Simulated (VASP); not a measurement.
TePb:

```
CELL_PARAMETERS angstrom
0.00000 3.22705 3.22705
3.22705 0.00000 3.22705
3.22705 3.22705 0.00000
ATOMIC_POSITIONS crystal
Te 0.50000 0.50000 0.50000
Pb 0.00000 0.00000 0.00000
```

- Program: VASP 6.6.1
- Task: relaxation of cell and atoms
- Functional: r2SCAN
- Dispersion: rVV10
- Potentials or basis: VASP PAW PBE potentials, release 64 (Te, Pb_d)
- Cutoff: 600 eV
- k mesh: 8 × 8 × 8
- Occupations: gaussian, width 0.02 eV
- Spin: no spin polarisation

At the start: pressure 1.0 GPa; volume 33.61 Å³/atom.

Question: Where does the relaxation end?

Answer: Over 3 steps the energy falls by 2.2 meV/atom and the volume is 34.32 Å³/atom (+2.1 %); space group Fm-3m (No. 225, to 0.05 Å).

Step by step:
```
step  energy change (eV)  largest force (eV/Å)  pressure (GPa)  volume (Å³)
   1              0.0000                0.0000            0.99        67.21
   2             -0.0036                0.0000           -0.38        69.25
   3             -0.0043                0.0000            0.00        68.64
```

Final structure:
```yaml
crystal:
  lattice:
    - [0.00000, 3.24972, 3.24972]
    - [3.24972, 0.00000, 3.24972]
    - [3.24972, 3.24972, 0.00000]
  atoms:
    - { symbol: Te, position: [0.50000, 0.50000, 0.50000] }
    - { symbol: Pb, position: [0.00000, 0.00000, 0.00000] }
```

Caveat: the PAW data sets were made with another functional, which shifts forces and pressure a little.
